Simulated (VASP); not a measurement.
# MoCH₃S₂F: harmonic vibrations of a molecule

MoCH₃S₂F, molecule in box, 8 atoms in the cell. PBE, harmonic vibrations; PAW potentials C, Mo_sv, F, S, H (PBE set).

## Input

INCAR.step1:
```
SYSTEM = MoH3CS2F
  PREC = Accurate
  ENCUT = 400
  EDIFF = 1E-8
  ISMEAR = 0
  SIGMA = 0.01
  ISYM = 0
  LREAL = .False.
  LASPH = .True.
  NELM = 100
  ALGO = Normal
  LWAVE = .False.
  LCHARG = .False.
  IBRION = 2
  NSW = 60
  ISIF = 2
  EDIFFG = -0.002
  POTIM = 0.5
```

INCAR.step2, as INCAR.step1 but for:
```
- IBRION = 2
- NSW = 60
- ISIF = 2
- EDIFFG = -0.002
- POTIM = 0.5
+ IBRION = 5
+ NFREE = 2
+ POTIM = 0.015
+ NSW = 1
```

KPOINTS:
```
k-points
0
Gamma
  1 1 1
```

POSCAR.step1:
```
MoH3CS2F
1.0
   13.0000000000      0.0000000000      0.0000000000
    0.0000000000     13.0000000000      0.0000000000
    0.0000000000      0.0000000000     14.0000000000
C Mo F S H
1 1 1 2 3
Direct
    0.4156346200      0.4754615400      0.5733785700
    0.5537576900      0.4779000000      0.4984000000
    0.6397961500      0.3761076900      0.5421857100
    0.5087807700      0.4607461500      0.3559928600
    0.6089038500      0.6271230800      0.5197285700
    0.3811346200      0.3996000000      0.5622285700
    0.4342500000      0.4870769200      0.6488642900
    0.3622038500      0.5349076900      0.5499000000
```

Commands (each step's output is kept before the next begins):
```
cat potpaw_PBE.64/C/POTCAR potpaw_PBE.64/Mo_sv/POTCAR potpaw_PBE.64/F/POTCAR potpaw_PBE.64/S/POTCAR potpaw_PBE.64/H/POTCAR > POTCAR
cp INCAR.step1 INCAR
cp POSCAR.step1 POSCAR
mpirun -np 8 vasp_gam > vasp.out
cp CONTCAR POSCAR
cp INCAR.step2 INCAR
mpirun -np 8 vasp_gam > vasp.out
```

## Result

- Vibrations (cm⁻¹; a negative value is imaginary): 3073, 3044, 2956, 1370, 1356, 1139, 682, 661, 578, 551, 541, 521, 189, 187, 179, 169, 163, 157
- Zero-point energy (eV): 1.086
- Translations and rotations, which should read zero (cm⁻¹): -20, -7, -1, 4, 7, 21
- Vibrational entropy at 298 K (meV/K): 0.753
- Displaced cells: 48
- Ionic steps, all stages: 77
- Electronic steps, all stages: 1397

VASP 6.6.1 took 1800 s on 8 cores (AMD EPYC 7R13 (Zen 3)), a shared host.
